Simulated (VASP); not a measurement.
Computed with LDA (Ceperley-Alder, Perdew-Zunger), VASP's LDA PAW potentials (set 64) (plane waves; VASP 6.6.1).

Input for VASP

File KPOINTS:
```
K-points
0
G
7 7 7
0 0 0
```

**POSCAR**
```
NaI
4.4214830
  0.0000000000   0.7071067284   0.7071067284
  0.7071067284   0.0000000000   0.7071067284
  0.7071067284   0.7071067284   0.0000000000
Na I
1 1
direct
  0.0000000000   0.0000000000   0.0000000000
  0.5000000000   0.5000000000   0.5000000000
```

### INCAR
```
SYSTEM = NaI
PREC = Accurate
ENCUT = 400
EDIFF = 1E-8
NELM = 100
ALGO = Normal
LREAL = .FALSE.
LASPH = .TRUE.
ISMEAR = 0
SIGMA = 0.01
LMAXMIX = 4
LWAVE = .FALSE.
LCHARG = .FALSE.
IBRION = 8
NSW = 1
LEPSILON = .TRUE.
```

POTCAR, in this order: Na_pv I (LDA.64 set). Program: vasp_std.

Output

File OUTCAR:
```


 HEAD OF MICROSCOPIC STATIC DIELECTRIC TENSOR (INDEPENDENT PARTICLE, excluding Hartree and local field effects)
 ------------------------------------------------------
           4.093110     0.000000    -0.000000
           0.000000     4.093110     0.000000
          -0.000000     0.000000     4.093110
 ------------------------------------------------------

 MACROSCOPIC STATIC DIELECTRIC TENSOR (including local field effects in DFT)
 ------------------------------------------------------
           3.639871    -0.000000     0.000000
           0.000000     3.639871     0.000000
           0.000000    -0.000000     3.639871
 ------------------------------------------------------

 PIEZOELECTRIC TENSOR (including local field effects)  for field in x, y, z        (e  Angst)
          XX          YY          ZZ          XY          YZ          ZX
  --------------------------------------------------------------------------------
  x     0.00000     0.00000     0.00000     0.00000     0.00000     0.00000
  y     0.00000     0.00000     0.00000     0.00000     0.00000     0.00000
  z     0.00000     0.00000     0.00000     0.00000     0.00000     0.00000

 PIEZOELECTRIC TENSOR (including local field effects)  for field in x, y, z        (C/m^2)
          XX          YY          ZZ          XY          YZ          ZX
  --------------------------------------------------------------------------------
  x     0.00000     0.00000     0.00000     0.00000     0.00000     0.00000
  y     0.00000     0.00000     0.00000     0.00000     0.00000     0.00000
  z     0.00000     0.00000     0.00000     0.00000     0.00000     0.00000

 BORN EFFECTIVE CHARGES (including local field effects) (in |e|, cummulative output)
 ---------------------------------------------------------------------------------
 ion    1
    1     1.16240    -0.00000     0.00000
    2     0.00000     1.16240     0.00000
    3     0.00000     0.00000     1.16240
 ion    2
    1    -1.16240     0.00000     0.00000
    2    -0.00000    -1.16240     0.00000
    3     0.00000     0.00000    -1.16240

   1 f  =    3.995078 THz    25.101818 2PiTHz  133.261473 cm-1    16.522309 meV

   2 f  =    3.995078 THz    25.101818 2PiTHz  133.261473 cm-1    16.522309 meV

   3 f  =    3.995078 THz    25.101818 2PiTHz  133.261473 cm-1    16.522309 meV

   4 f/i=    0.001515 THz     0.009520 2PiTHz    0.050540 cm-1     0.006266 meV

   5 f/i=    0.001515 THz     0.009520 2PiTHz    0.050540 cm-1     0.006266 meV

   6 f/i=    0.001515 THz     0.009520 2PiTHz    0.050540 cm-1     0.006266 meV

 MACROSCOPIC STATIC DIELECTRIC TENSOR IONIC CONTRIBUTION
 ------------------------------------------------------
           3.149396    -0.000000     0.000000
          -0.000000     3.149396     0.000000
           0.000000     0.000000     3.149396
 ------------------------------------------------------

 ELASTIC MODULI CONTR FROM IONIC RELAXATION (kBar)
 Direction    XX          YY          ZZ          XY          YZ          ZX
 --------------------------------------------------------------------------------
 XX           0.0000      0.0000      0.0000      0.0000      0.0000      0.0000
 YY           0.0000      0.0000      0.0000      0.0000      0.0000      0.0000
 ZZ           0.0000      0.0000      0.0000      0.0000      0.0000      0.0000
 XY           0.0000      0.0000      0.0000      0.0000      0.0000      0.0000
 YZ           0.0000      0.0000      0.0000      0.0000      0.0000      0.0000
 ZX           0.0000      0.0000      0.0000      0.0000      0.0000      0.0000
 --------------------------------------------------------------------------------

 PIEZOELECTRIC TENSOR IONIC CONTR  for field in x, y, z        (C/m^2)
          XX          YY          ZZ          XY          YZ          ZX
  --------------------------------------------------------------------------------
  x     0.00000     0.00000     0.00000     0.00000     0.00000     0.00000
  y     0.00000     0.00000     0.00000     0.00000     0.00000     0.00000
  z     0.00000     0.00000     0.00000     0.00000     0.00000     0.00000
```
(Selected blocks of OUTCAR.)

The compound is NaI in the rock salt structure. It was relaxed first, which changed the volume by -10 %.
